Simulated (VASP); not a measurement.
Input of a VASP 6.6.1 run:

File POSCAR:

```
SiC
1.0
    0.0000000000      2.1790000000      2.1790000000
    2.1790000000      0.0000000000      2.1790000000
    2.1790000000      2.1790000000      0.0000000000
Si C
1 1
Direct
    0.0000000000      0.0000000000      0.0000000000
    0.2500000000      0.2500000000      0.2500000000
```

INCAR.step1

```
SYSTEM = SiC
ALGO = Normal
EDIFF = 1E-5
ENCUT = 520
GGA = PE
ISIF = 2
ISMEAR = 0
KPAR = 4
LASPH = .True.
LCHARG = .False.
LREAL = .False.
LWAVE = .True.
NBANDS = 11
NELM = 100
PREC = Accurate
SIGMA = 0.02
```

INCAR.step2

```
SYSTEM = SiC
ALGO = Normal
EDIFF = 1E-7
ENCUT = 520
GGA = PE
HFSCREEN = 0.2
ISIF = 2
ISMEAR = 0
ISTART = 1
KPAR = 4
LASPH = .True.
LCHARG = .False.
LHFCALC = .True.
LREAL = .False.
LWAVE = .False.
NBANDS = 11
NELM = 100
PREC = Accurate
PRECFOCK = Fast
SIGMA = 0.02
```

File KPOINTS:

```
k-points
0
Gamma
  8 8 8
  0 0 0
```

File KPOINTS_OPT:

```
path GXWKGLUWLK,UX
12
line-mode
reciprocal
 0.0000000000  0.0000000000  0.0000000000  G
 0.5000000000  0.0000000000  0.5000000000  X

 0.5000000000  0.0000000000  0.5000000000  X
 0.5000000000  0.2500000000  0.7500000000  W

 0.5000000000  0.2500000000  0.7500000000  W
 0.3750000000  0.3750000000  0.7500000000  K

 0.3750000000  0.3750000000  0.7500000000  K
 0.0000000000  0.0000000000  0.0000000000  G

 0.0000000000  0.0000000000  0.0000000000  G
 0.5000000000  0.5000000000  0.5000000000  L

 0.5000000000  0.5000000000  0.5000000000  L
 0.6250000000  0.2500000000  0.6250000000  U

 0.6250000000  0.2500000000  0.6250000000  U
 0.5000000000  0.2500000000  0.7500000000  W

 0.5000000000  0.2500000000  0.7500000000  W
 0.5000000000  0.5000000000  0.5000000000  L

 0.5000000000  0.5000000000  0.5000000000  L
 0.3750000000  0.3750000000  0.7500000000  K

 0.6250000000  0.2500000000  0.6250000000  U
 0.5000000000  0.0000000000  0.5000000000  X
```

Potentials or basis: VASP PAW PBE potentials, release 64 (Si, C).

Command:

```sh
$ cat potpaw_PBE.64/Si/POTCAR potpaw_PBE.64/C/POTCAR > POTCAR
$ cp INCAR.step1 INCAR
$ mpirun -np 4 vasp_std > vasp.out
$ cp INCAR.step2 INCAR
$ mpirun -np 4 vasp_std > vasp.out
```

**Question.** Estimate the band gap on the k mesh.

**Answer.** 2.25 eV, indirect (least direct gap 5.75 eV).

**Question.** What does it give for the pressure?

**Answer.** -1.8 GPa.

Levels at the corners of the path, in eV from the valence-band top:
```csv
point,band 2,band 3,band 4,band 5,band 6,band 7
Γ,0.00,0.00,0.00,7.55,8.61,8.61
X,-8.54,-3.50,-3.50,2.25,5.39,15.96
X,-8.54,-3.50,-3.50,2.25,5.39,15.96
W,-7.68,-5.45,-5.06,6.36,10.94,11.06
W,-7.68,-5.45,-5.06,6.36,10.94,11.06
K,-7.96,-6.03,-2.85,4.11,9.10,13.55
K,-7.96,-6.03,-2.85,4.11,9.10,13.55
Γ,0.00,0.00,0.00,7.55,8.61,8.61
Γ,0.00,0.00,0.00,7.55,8.61,8.61
L,-9.36,-1.16,-1.16,6.66,8.50,8.50
L,-9.36,-1.16,-1.16,6.66,8.50,8.50
U,-7.96,-6.03,-2.85,4.11,9.10,13.55
U,-7.96,-6.03,-2.85,4.11,9.10,13.55
W,-7.68,-5.45,-5.06,6.36,10.94,11.06
W,-7.68,-5.45,-5.06,6.36,10.94,11.06
L,-9.36,-1.16,-1.16,6.66,8.50,8.50
L,-9.36,-1.16,-1.16,6.66,8.50,8.50
K,-7.96,-6.03,-2.85,4.11,9.10,13.55
U,-7.96,-6.03,-2.85,4.11,9.10,13.55
X,-8.54,-3.50,-3.50,2.25,5.39,15.96
```

Caveat: the PAW data sets were made with another functional, which shifts forces and pressure a little.

**What was measured.**

“Insight into the structural, elastic and electronic properties of a new orthorhombic 6O-SiC polytype”, 2020, pmc:7200658 quotes, for a bulk crystal of SiC: band gap 2.4 eV (indirect).

Against the measured gap of SiC, 2.4 eV (indirect; quoted in “Insight into the structural, elastic and electronic properties of a new orthorhombic 6O-SiC polytype”, 2020, pmc:7200658), the calculated 2.25 eV is off by -0.15 eV. The value is that of HSE06, without temperature or zero-point motion.
